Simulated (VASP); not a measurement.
Consider the following.

```xyz
3
Lattice="3.4742 0.0000 0.0000 -1.7371 3.0087 0.0000 0.0000 0.0000 17.4540" Properties=species:S:1:pos:R:3 pbc="T T T"
Te     0.0000     2.0058    15.6488
Te     0.0000     2.0058     1.8052
W      0.0000     0.0000     0.0000
```

These are LDA (Ceperley-Alder, Perdew-Zunger), VASP's LDA PAW potentials (set 64) (plane waves; VASP) values and carry that method's errors. Settings: 400 eV cut-off, Gaussian smearing of 0.050 eV, potentials Te W_sv.

The cell holds a wide vacuum, so values per volume refer to the whole cell. Unless said otherwise, spin-orbit coupling is left out, though it shifts the bands of the heavy elements here.

What does the run give for the band gap (along the path) with the smallest direct gap where there is one?

The band gap (along the path) is 1.24 eV and the smallest direct gap (along the path) is 1.24 eV.

The absolute energy has meaning only against runs of the same code, potentials and settings.

The cell is a sheet with vacuum, built from a database entry that may be metastable or hypothetical.
